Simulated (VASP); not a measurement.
# TaRu in VASP: notebook

Runs on TaRu. Level: LDA+U. Tasks: density of states.

Everything below comes from runs of VASP 6.6.1. Logs are shortened: lines on timing, memory, paths and dates and some standing lists are left out, and cuts for length are marked.

## Step 1: The slab as given

The cell holds a slab with vacuum, 8 atoms: a = 3.187 Å, b = 3.187 Å, c = 26.154 Å, α = 90.00°, β = 90.00°, γ = 90.00°.

## Step 2: Density of states, LDA+U

The input, POSCAR:

```
TaRu
1.0
    3.1870000000      0.0000000000      0.0000000000
    0.0000000000      3.1870000000      0.0000000000
    0.0000000000      0.0000000000     26.1545000000
Ta Ru
4 4
Direct
    0.5000000000      0.5000000000      0.2867575369
    0.5000000000      0.5000000000      0.4086103730
    0.5000000000      0.5000000000      0.5304632090
    0.5000000000      0.5000000000      0.6523160450
    0.0000000000      0.0000000000      0.3476839550
    0.0000000000      0.0000000000      0.4695367910
    0.0000000000      0.0000000000      0.5913896270
    0.0000000000      0.0000000000      0.7132424631
```

The input, INCAR.step1:

```
SYSTEM = TaRu
  ALGO = Normal
  DIPOL = 0.5 0.5 0.500
  EDIFF = 1E-6
  ENCUT = 520
  IDIPOL = 3
  ISIF = 2
  ISMEAR = -1
  LASPH = .True.
  LCHARG = .True.
  LDAU = .True.
  LDAUJ = 0 0
  LDAUL = 2 2
  LDAUPRINT = 1
  LDAUTYPE = 2
  LDAUU = 5 5
  LDIPOL = .True.
  LMAXMIX = 4
  LREAL = .False.
  LWAVE = .False.
  NELM = 80
  PREC = Accurate
  SIGMA = 0.05
```

The input, KPOINTS.step1:

```
k-points
0
Gamma
  6 6 1
  0 0 0
```

The input, INCAR.step2:

```
SYSTEM = TaRu
  ALGO = Normal
  DIPOL = 0.5 0.5 0.500
  EDIFF = 1E-6
  ENCUT = 520
  ICHARG = 11
  IDIPOL = 3
  ISIF = 2
  ISMEAR = -5
  LASPH = .True.
  LCHARG = .False.
  LDAU = .True.
  LDAUJ = 0 0
  LDAUL = 2 2
  LDAUPRINT = 1
  LDAUTYPE = 2
  LDAUU = 5 5
  LDIPOL = .True.
  LMAXMIX = 4
  LORBIT = 11
  LREAL = .False.
  LWAVE = .False.
  NEDOS = 2001
  NELM = 80
  PREC = Accurate
  SIGMA = 0.05
```

The input, KPOINTS.step2:

```
k-points
0
Gamma
  9 9 1
  0 0 0
```

Potentials or basis: VASP PAW LDA potentials, release 64 (Ta_pv, Ru_pv).

Started as:

```sh
cat potpaw_LDA.64/Ta_pv/POTCAR potpaw_LDA.64/Ru_pv/POTCAR > POTCAR
cp INCAR.step1 INCAR
cp KPOINTS.step1 KPOINTS
mpirun -np 1 vasp_std > vasp.out
cp INCAR.step2 INCAR
cp KPOINTS.step2 KPOINTS
mpirun -np 1 vasp_std > vasp.out
```

OUTCAR:

```text
SYSTEM = TaRu
   EDIFF = 1E-6
   ENCUT = 520
   ICHARG = 11
   ISIF = 2
   ISMEAR = -5
   LASPH = .True.
   LORBIT = 11
   LREAL = .False.
   NELM = 80
   PREC = Accurate

 ion  position               nearest neighbor table
   1  0.500  0.500  0.287-   5 2.76   5 2.76   5 2.76   5 2.76   2 3.19
   2  0.500  0.500  0.409-   5 2.76   6 2.76   5 2.76   6 2.76   5 2.76   6 2.76   5 2.76   6 2.76
                             3 3.19   1 3.19
   3  0.500  0.500  0.530-   6 2.76   6 2.76   6 2.76   6 2.76   7 2.76   7 2.76   7 2.76   7 2.76
                             2 3.19   4 3.19
   4  0.500  0.500  0.652-   7 2.76   7 2.76   7 2.76   7 2.76   8 2.76   8 2.76   8 2.76   8 2.76
                             3 3.19
   5  0.000  0.000  0.348-   2 2.76   2 2.76   2 2.76   2 2.76   1 2.76   1 2.76   1 2.76   1 2.76
                             6 3.19
   6  0.000  0.000  0.470-   3 2.76   3 2.76   3 2.76   3 2.76   2 2.76   2 2.76   2 2.76   2 2.76
                             7 3.19   5 3.19
   7  0.000  0.000  0.591-   3 2.76   4 2.76   3 2.76   4 2.76   3 2.76   4 2.76   3 2.76   4 2.76
                             6 3.19   8 3.19
   8  0.000  0.000  0.713-   4 2.76   4 2.76   4 2.76   4 2.76   7 3.19

  LATTYP: Found a simple tetragonal cell.
 ALAT       =     3.1870000000
 C/A-ratio  =     8.2066206464

  Lattice vectors:

 A1 = (   3.1870000000,   0.0000000000,   0.0000000000)
 A2 = (   0.0000000000,   3.1870000000,   0.0000000000)
 A3 = (   0.0000000000,   0.0000000000,  26.1545000000)

Analysis of symmetry for initial positions (statically):
=====================================================================
 Subroutine PRICEL returns:
 Original cell was already a primitive cell.

 Routine SETGRP: Setting up the symmetry group for a
 simple tetragonal supercell.

 Subroutine GETGRP returns: Found  8 space group operations
 (whereof  8 operations were pure point group operations)
 out of a pool of 16 trial point group operations.

The static configuration has the point symmetry C_4v.

Analysis of symmetry for dynamics (positions and initial velocities):
=====================================================================
 Subroutine PRICEL returns:
 Original cell was already a primitive cell.

 Routine SETGRP: Setting up the symmetry group for a
 simple tetragonal supercell.

 Subroutine GETGRP returns: Found  8 space group operations
 (whereof  8 operations were pure point group operations)
 out of a pool of 16 trial point group operations.

The dynamic configuration has the point symmetry C_4v.

 Subroutine INISYM returns: Found  8 space group operations
 (whereof  8 operations are pure point group operations),
 and found     1 'primitive' translations

----------------------------------------------------------------------------------------

                                     Primitive cell

  volume of cell :     265.6504

  direct lattice vectors                    reciprocal lattice vectors
     3.187000000  0.000000000  0.000000000     0.313774710  0.000000000  0.000000000
     0.000000000  3.187000000  0.000000000     0.000000000  0.313774710  0.000000000
     0.000000000  0.000000000 26.154500000     0.000000000  0.000000000  0.038234338

  length of vectors
     3.187000000  3.187000000 26.154500000     0.313774710  0.313774710  0.038234338

  position of ions in fractional coordinates (direct lattice)
[... 81 lines left out ...]
   ENCUT  =  520.0 eV  38.22 Ry    6.18 a.u.   5.93  5.93 48.63*2*pi/ulx,y,z
   NELM   =     80;   NELMIN=  2; NELMDL=  0     # of ELM steps
   EDIFF  = 0.1E-05   stopping-criterion for ELM
   LREAL  =      F    real-space projection
   EDIFFG = 0.1E-04   stopping-criterion for IOM
   NSW    =      0    number of steps for IOM
   IBRION =     -1    ionic relax: 0-MD 1-quasi-New 2-CG
   NFREE  =      0    steps in history (QN), initial steepest desc. (CG)
   ISIF   =      2    stress and relaxation
   ISYM   =      2    0-nonsym 1-usesym 2-fastsym
   POTIM  = 0.5000    time-step for ionic-motion
   TEBEG  =    0.0;   TEEND  =   0.0 temperature during run
   PSTRESS=    0.0 pullay stress
   NELECT =     100.0000    total number of electrons
   NUPDOWN=      -1.0000    fix difference up-down
   EMIN   =  10.00;   EMAX   =-10.00  energy-range for DOS
   EFERMI =   0.00;   METHOD = LEGACY
   ISMEAR =    -5;   SIGMA  =   0.05  broadening in eV -4-tet -1-fermi 0-gaus
   EFERMI_NEDOS =   21; number of points for ismear=-14 and -15
   IALGO  =     38    algorithm
   IMIX   =      4    mixing-type and parameters
     AMIX     =   0.40;   BMIX     =  1.00
     AMIX_MAG =   1.60;   BMIX_MAG =  1.00
  volume/ion in A,a.u.               =      33.21       224.09
  Fermi-wavevector in a.u.,A,eV,Ry     =   1.182056  2.233762 19.010821  1.397256
  Thomas-Fermi vector in A             =   2.318317
   LORBIT       =     11    0 simple, 1 ext, 2 COOP (PROOUT), +10 PAW based schemes
 LDA+U is selected, type is set to LDAUTYPE =  2
[... 23 lines left out ...]
  o =  0.3619  v =  0.0000  0.0000  0.0000  0.0000  0.0000  0.0000 -0.0000  1.0000 -0.0000 -0.0000      0.0000  0.0000  0.0000  0.0000  0.0000  0.0000  0.0000  0.0000  0.0000  0.0000
  o =  0.5003  v =  0.0000  0.0000  0.0000  0.0000  0.0000  0.0000  0.0000 -0.0000 -0.0000 -1.0000      0.0000  0.0000  0.0000  0.0000  0.0000  0.0000  0.0000  0.0000  0.0000  0.0000
  o =  0.5003  v =  0.0000  0.0000 -0.0000 -0.0000 -1.0000  0.0000  0.0000  0.0000  0.0000  0.0000      0.0000  0.0000  0.0000  0.0000  0.0000  0.0000  0.0000  0.0000  0.0000  0.0000
  o =  0.7405  v =  0.0000  0.0032 -0.0000  1.0000  0.0000  0.0000  0.0000  0.0000  0.0000  0.0000      0.0000  0.0000  0.0000  0.0000  0.0000  0.0000  0.0000  0.0000  0.0000  0.0000
  o =  0.7405  v =  0.0000  0.0000  0.0000  0.0000  0.0000  0.0000  0.0032 -0.0000  1.0000  0.0000      0.0000  0.0000  0.0000  0.0000  0.0000  0.0000  0.0000  0.0000  0.0000  0.0000
  o =  0.7405  v =  0.0000  0.0000  0.0000  0.0000  0.0000  0.0000 -1.0000 -0.0000  0.0032 -0.0000      0.0000  0.0000  0.0000  0.0000  0.0000  0.0000  0.0000  0.0000  0.0000  0.0000
  o =  0.7405  v =  0.0000 -1.0000 -0.0000  0.0032 -0.0000  0.0000  0.0000  0.0000  0.0000  0.0000      0.0000  0.0000  0.0000  0.0000  0.0000  0.0000  0.0000  0.0000  0.0000  0.0000
  o =  0.7488  v =  1.0000  0.0000  0.0000  0.0000  0.0000  0.0000  0.0000  0.0000  0.0000  0.0000      0.0000  0.0000  0.0000  0.0000  0.0000  0.0000  0.0000  0.0000  0.0000  0.0000
  o =  0.7488  v =  0.0000  0.0000  0.0000  0.0000  0.0000  1.0000  0.0000  0.0000  0.0000  0.0000      0.0000  0.0000  0.0000  0.0000  0.0000  0.0000  0.0000  0.0000  0.0000  0.0000

 number of electron      99.9999985 magnetization

 dipolmoment           0.000000      0.000000     -0.041366 electrons x Angstroem

 Free energy of the ion-electron system (eV)
  ---------------------------------------------------
  ext. energy  EPLUGINS =         0.00000000
  ---------------------------------------------------
  free energy    TOTEN  =       -51.48956989 eV

  energy without entropy =      -51.48956989  energy(sigma->0) =      -51.48956989

 E-fermi :   2.4617     XC(G=0):  -7.4551

 val. band max:        2.4922412332   @ k =   0.4444   0.3333   0.0000
 cond. band min:       2.4671005777   @ k =   0.2222   0.0000   0.0000
 fundamental gap:     -0.0251406554
 Fermi energy:         2.4616960234

 k-point     1 :       0.0000    0.0000    0.0000
  band No.  band energies     occupation
      1     -40.4623      2.00000
      2     -40.4164      2.00000
      3     -40.2803      2.00000
      4     -40.2742      2.00000
      5     -40.2742      2.00000
      6     -40.2483      2.00000
[... 934 lines left out ...]
     59       4.3240      0.00000
     60       4.3272      0.00000

------------------------ aborting loop because EDIFF is reached ----------------------------------------

 vacuum level on the upper side and lower side of the slab       (xc-potential included)        -0.460         0.354

  FORCE on cell =-STRESS in cart. coord.  units (eV):
  Direction    XX          YY          ZZ          XY          YZ          ZX
  --------------------------------------------------------------------------------------
  -------------------------------------------------------------------------------------
  Total      -15.9057423    -15.9057423    -18.1995628      0.0000000     -0.0000000     -0.0000000
  in kB      -95.9298966    -95.9298966   -109.7642685      0.0000000     -0.0000000     -0.0000000
  external PRESSURE =    -100.5413539 kB  Pullay stress =       0.0000000 kB

 VOLUME and BASIS-vectors are now :
 -----------------------------------------------------------------------------
  energy-cutoff  :      520.00
  volume of cell :      265.65
      direct lattice vectors                 reciprocal lattice vectors
     3.187000000  0.000000000  0.000000000     0.313774710  0.000000000  0.000000000
     0.000000000  3.187000000  0.000000000     0.000000000  0.313774710  0.000000000
     0.000000000  0.000000000 26.154500000     0.000000000  0.000000000  0.038234338

 POSITION                                       TOTAL-FORCE (eV/Angst)
 -----------------------------------------------------------------------------------
      1.59350      1.59350      7.50000         0.000000      0.000000      0.600187
      1.59350      1.59350     10.68700         0.000000     -0.000000     -0.746822
      1.59350      1.59350     13.87400         0.000000     -0.000000      0.164785
      1.59350      1.59350     17.06100         0.000000      0.000000      2.920832
      0.00000      0.00000      9.09350        -0.000000     -0.000000      0.341373
      0.00000      0.00000     12.28050         0.000000     -0.000000     -0.035511
      0.00000      0.00000     15.46750         0.000000     -0.000000      0.126177
      0.00000      0.00000     18.65450         0.000000     -0.000000     -3.371020
 -----------------------------------------------------------------------------------
    total drift:                               -0.000000      0.000000      0.001411

  FREE ENERGIE OF THE ION-ELECTRON SYSTEM (eV)
  ---------------------------------------------------
  free  energy   TOTEN  =       -51.4895698890 eV

  energy  without entropy=      -51.4895698890  energy(sigma->0) =      -51.48956989

 vacuum level on the upper side and lower side of the slab         6.461         7.289

 total charge

# of ion       s       p       d       tot
------------------------------------------
    1        0.387   6.108   2.049   8.544
    2        0.393   6.228   1.961   8.583
    3        0.390   6.227   1.966   8.583
    4        0.399   6.221   1.955   8.575
    5        0.400   6.261   6.122  12.783
    6        0.378   6.270   6.102  12.750
    7        0.388   6.266   6.165  12.818
    8        0.339   6.127   6.150  12.616
--------------------------------------------------
tot          3.074  49.708  32.470  85.253
```

Run time: 9.7 min. Hardware: 1 thread of Intel Xeon Platinum 8259CL at 2.50GHz (Skylake/Cascade Lake), shared host; peak memory 0.34 GiB.

What came out:

* Valence electrons inside the program's atomic spheres: Ta 8.54, 8.58, 8.57; Ru 12.78, 12.75, 12.82, 12.62

States per cell in windows of 1 eV (zero at the Fermi level; states under -8 eV left out):
```tsv
from (eV)	total	Ru7_d	Ru6_d	Ru5_d	Ru8_d	Ta3_d	Ta2_d
-8.0	0.79	0.01	0.01	0.01	0.00	0.00	0.00
-7.0	3.09	0.31	0.33	0.13	0.04	0.08	0.06
-6.0	5.33	0.71	0.59	0.58	0.09	0.25	0.25
-5.0	11.31	2.03	2.01	1.72	0.13	0.54	0.58
-4.0	13.57	1.96	1.99	2.14	1.77	0.45	0.42
-3.0	8.95	0.72	0.76	1.01	2.25	0.25	0.26
-2.0	4.26	0.19	0.16	0.18	1.44	0.12	0.15
-1.0	5.51	0.41	0.34	0.43	0.52	0.35	0.27
0.0	13.69	1.40	1.40	1.20	1.23	1.36	1.32
1.0	6.30	0.39	0.50	0.56	0.38	0.62	0.66
2.0	0.21	0.01	0.00	0.00	0.05	0.01	0.01
3.0	0.00	0.00	0.00	0.00	0.00	0.00	0.00
```

Eigenvalues of the final occupation matrices:
| site | spin | trace | eigenvalues |
| --- | --- | --- | --- |
| site 1 d | 1 | 1.02 | 0.17 0.19 0.20 0.20 0.25 |
| site 1 d | 2 | 1.02 | 0.17 0.19 0.20 0.20 0.25 |
| site 2 d | 1 | 1.01 | 0.18 0.20 0.21 0.21 0.21 |
| site 2 d | 2 | 1.01 | 0.18 0.20 0.21 0.21 0.21 |
| site 3 d | 1 | 1.02 | 0.20 0.20 0.20 0.21 0.21 |
| site 3 d | 2 | 1.02 | 0.20 0.20 0.20 0.21 0.21 |
| site 4 d | 1 | 0.99 | 0.16 0.17 0.21 0.22 0.22 |
| site 4 d | 2 | 0.99 | 0.16 0.17 0.21 0.22 0.22 |
| site 5 d | 1 | 3.10 | 0.44 0.54 0.70 0.71 0.71 |
| site 5 d | 2 | 3.10 | 0.44 0.54 0.70 0.71 0.71 |
| site 6 d | 1 | 3.12 | 0.46 0.52 0.71 0.71 0.72 |
| site 6 d | 2 | 3.12 | 0.46 0.52 0.71 0.71 0.72 |

Caveat: U without spin polarisation on a metal has little footing; the U is typed as a test and isn't derived for this compound; tetrahedron occupations give inexact forces and stress in metals. The run has no spin-orbit coupling, so splittings on Ta are missing.

## Step 3: Density of states, LDA+U

POSCAR is that of step 2.

INCAR.step1: that of step 2 with these lines changed.

```diff
@@ -15,3 +15,3 @@
   LDAUTYPE = 2
-  LDAUU = 5 5
+  LDAUU = 6 6
   LDIPOL = .True.
```

KPOINTS.step1 is that of step 2.

INCAR.step2: that of step 2 with these lines changed.

```diff
@@ -16,3 +16,3 @@
   LDAUTYPE = 2
-  LDAUU = 5 5
+  LDAUU = 6 6
   LDIPOL = .True.
```

KPOINTS.step2 is that of step 2.

Potentials or basis: VASP PAW LDA potentials, release 64 (Ta_pv, Ru_pv).

Started as:

```sh
cat potpaw_LDA.64/Ta_pv/POTCAR potpaw_LDA.64/Ru_pv/POTCAR > POTCAR
cp INCAR.step1 INCAR
cp KPOINTS.step1 KPOINTS
mpirun -np 1 vasp_std > vasp.out
cp INCAR.step2 INCAR
cp KPOINTS.step2 KPOINTS
mpirun -np 1 vasp_std > vasp.out
```

Wall time 13 min (1 thread of Intel Xeon Platinum 8259CL at 2.50GHz (Skylake/Cascade Lake), shared host); peak memory 0.34 GiB.

The run converged. Its results:

| Quantity | Value |
| --- | --- |
| Valence electrons inside the program's atomic spheres | Ta 8.51, 8.55, 8.54, 8.53; Ru 12.82, 12.79, 12.85, 12.62 |

Levels at points of the mesh, in eV from the Fermi level:
```csv
k point,band 46,band 47,band 48,band 49,band 50,band 51,band 52,band 53,band 54,band 55
"(0.00, 0.00, 0.00)",-2.51,-2.51,-1.89,-1.66,-0.88,-0.28,-0.24,0.16,0.35,0.35
```

States per cell in windows of 1 eV (zero at the Fermi level; states under -8 eV left out):
| from (eV) | total | Ru7_d | Ru6_d | Ru8_d | Ru5_d | Ta2_d | Ta3_d |
| --- | --- | --- | --- | --- | --- | --- | --- |
| -8.0 | 0.93 | 0.02 | 0.03 | 0.00 | 0.01 | 0.01 | 0.01 |
| -7.0 | 3.50 | 0.42 | 0.41 | 0.08 | 0.17 | 0.06 | 0.08 |
| -6.0 | 5.61 | 0.75 | 0.65 | 0.08 | 0.77 | 0.27 | 0.28 |
| -5.0 | 12.04 | 2.29 | 2.18 | 0.27 | 1.94 | 0.59 | 0.52 |
| -4.0 | 13.99 | 1.83 | 2.03 | 2.28 | 2.12 | 0.38 | 0.41 |
| -3.0 | 8.20 | 0.54 | 0.56 | 2.34 | 0.76 | 0.25 | 0.23 |
| -2.0 | 3.36 | 0.14 | 0.12 | 0.94 | 0.14 | 0.14 | 0.11 |
| -1.0 | 5.12 | 0.36 | 0.32 | 0.41 | 0.37 | 0.26 | 0.34 |
| 0.0 | 14.77 | 1.53 | 1.43 | 1.29 | 1.22 | 1.51 | 1.51 |
| 1.0 | 6.52 | 0.41 | 0.54 | 0.45 | 0.60 | 0.67 | 0.63 |
| 2.0 | 0.11 | 0.00 | 0.00 | 0.03 | 0.00 | 0.00 | 0.01 |
| 3.0 | 0.00 | 0.00 | 0.00 | 0.00 | 0.00 | 0.00 | 0.00 |

Eigenvalues of the final occupation matrices:
| site | spin | trace | eigenvalues |
| --- | --- | --- | --- |
| site 1 d | 1 | 0.99 | 0.16 0.19 0.19 0.19 0.25 |
| site 1 d | 2 | 0.99 | 0.16 0.19 0.19 0.19 0.25 |
| site 2 d | 1 | 0.98 | 0.18 0.20 0.20 0.20 0.20 |
| site 2 d | 2 | 0.98 | 0.18 0.20 0.20 0.20 0.20 |
| site 3 d | 1 | 0.99 | 0.19 0.20 0.20 0.20 0.21 |
| site 3 d | 2 | 0.99 | 0.19 0.20 0.20 0.20 0.21 |
| site 4 d | 1 | 0.96 | 0.16 0.17 0.20 0.22 0.22 |
| site 4 d | 2 | 0.96 | 0.16 0.17 0.20 0.22 0.22 |
| site 5 d | 1 | 3.11 | 0.43 0.52 0.72 0.72 0.72 |
| site 5 d | 2 | 3.11 | 0.43 0.52 0.72 0.72 0.72 |
| site 6 d | 1 | 3.13 | 0.42 0.52 0.73 0.73 0.73 |
| site 6 d | 2 | 3.13 | 0.42 0.52 0.73 0.73 0.73 |

Caveat: U without spin polarisation on a metal has little footing; the U is typed as a test and isn't derived for this compound; tetrahedron occupations give inexact forces and stress in metals.

## Step 4: Density of states, LDA+U

POSCAR is that of step 3.

INCAR.step1: that of step 3 with these lines changed.

```diff
@@ -15,3 +15,3 @@
   LDAUTYPE = 2
-  LDAUU = 6 6
+  LDAUU = 8 8
   LDIPOL = .True.
```

KPOINTS.step1 is that of step 3.

INCAR.step2: that of step 3 with these lines changed.

```diff
@@ -16,3 +16,3 @@
   LDAUTYPE = 2
-  LDAUU = 6 6
+  LDAUU = 8 8
   LDIPOL = .True.
```

KPOINTS.step2 is that of step 3.

Started as:

```sh
cat potpaw_LDA.64/Ta_pv/POTCAR potpaw_LDA.64/Ru_pv/POTCAR > POTCAR
cp INCAR.step1 INCAR
cp KPOINTS.step1 KPOINTS
mpirun -np 1 vasp_std > vasp.out
cp INCAR.step2 INCAR
cp KPOINTS.step2 KPOINTS
mpirun -np 1 vasp_std > vasp.out
```

Run time: 14 min. Hardware: 1 thread of Intel Xeon Platinum 8259CL at 2.50GHz (Skylake/Cascade Lake), shared host; peak memory 0.34 GiB.

It converged, with:

| Item | Value |
| --- | --- |
| Valence electrons inside the program's atomic spheres | Ta 8.40, 8.48, 8.49, 8.45; Ru 12.84, 12.87, 12.90, 12.63 |

Levels at points of the mesh, in eV from the Fermi level:
| k point | band 48 | band 49 | band 50 | band 51 | band 52 | band 53 | band 54 | band 55 |
| --- | --- | --- | --- | --- | --- | --- | --- | --- |
| (0.00, 0.00, 0.00) | -2.42 | -2.12 | -0.96 | -0.44 | -0.02 | 0.18 | 0.38 | 0.38 |

States per cell in windows of 1 eV (zero at the Fermi level; states under -8 eV left out):
| from (eV) | total | Ru6_d | Ru7_d | Ru5_d | Ru8_d | Ta2_d | Ta3_d |
| --- | --- | --- | --- | --- | --- | --- | --- |
| -8.0 | 2.97 | 0.39 | 0.35 | 0.14 | 0.04 | 0.04 | 0.06 |
| -7.0 | 3.64 | 0.36 | 0.55 | 0.56 | 0.12 | 0.07 | 0.05 |
| -6.0 | 10.16 | 2.24 | 2.06 | 1.52 | 0.10 | 0.44 | 0.48 |
| -5.0 | 14.07 | 2.03 | 2.09 | 2.40 | 2.08 | 0.41 | 0.31 |
| -4.0 | 8.40 | 0.69 | 0.68 | 0.93 | 2.01 | 0.25 | 0.27 |
| -3.0 | 5.55 | 0.23 | 0.25 | 0.33 | 1.19 | 0.21 | 0.19 |
| -2.0 | 2.69 | 0.08 | 0.10 | 0.10 | 0.45 | 0.16 | 0.12 |
| -1.0 | 4.28 | 0.21 | 0.19 | 0.19 | 0.25 | 0.27 | 0.38 |
| 0.0 | 13.49 | 1.56 | 1.58 | 1.26 | 0.79 | 1.35 | 1.27 |
| 1.0 | 6.86 | 0.49 | 0.39 | 0.69 | 0.84 | 0.63 | 0.58 |
| 2.0 | 0.00 | 0.00 | 0.00 | 0.00 | 0.00 | 0.00 | 0.00 |
| 3.0 | 0.00 | 0.00 | 0.00 | 0.00 | 0.00 | 0.00 | 0.00 |

Eigenvalues of the final occupation matrices:
```tsv
site	spin	trace	eigenvalues
site 1 d	1	0.95	0.14 0.14 0.14 0.19 0.34
site 1 d	2	0.95	0.14 0.14 0.14 0.19 0.34
site 2 d	1	0.94	0.17 0.18 0.18 0.20 0.21
site 2 d	2	0.94	0.17 0.18 0.18 0.20 0.21
site 3 d	1	0.96	0.16 0.16 0.16 0.23 0.25
site 3 d	2	0.96	0.16 0.16 0.16 0.23 0.25
site 4 d	1	0.92	0.16 0.18 0.18 0.20 0.20
site 4 d	2	0.92	0.16 0.18 0.18 0.20 0.20
site 5 d	1	3.12	0.37 0.43 0.77 0.78 0.78
site 5 d	2	3.12	0.37 0.43 0.77 0.78 0.78
site 6 d	1	3.12	0.37 0.43 0.77 0.77 0.77
site 6 d	2	3.12	0.37 0.43 0.77 0.77 0.77
```

Caveat: U without spin polarisation on a metal has little footing; the U is typed as a test and isn't derived for this compound; tetrahedron occupations give inexact forces and stress in metals. Spin-orbit coupling is left out, which matters for the levels of Ta.
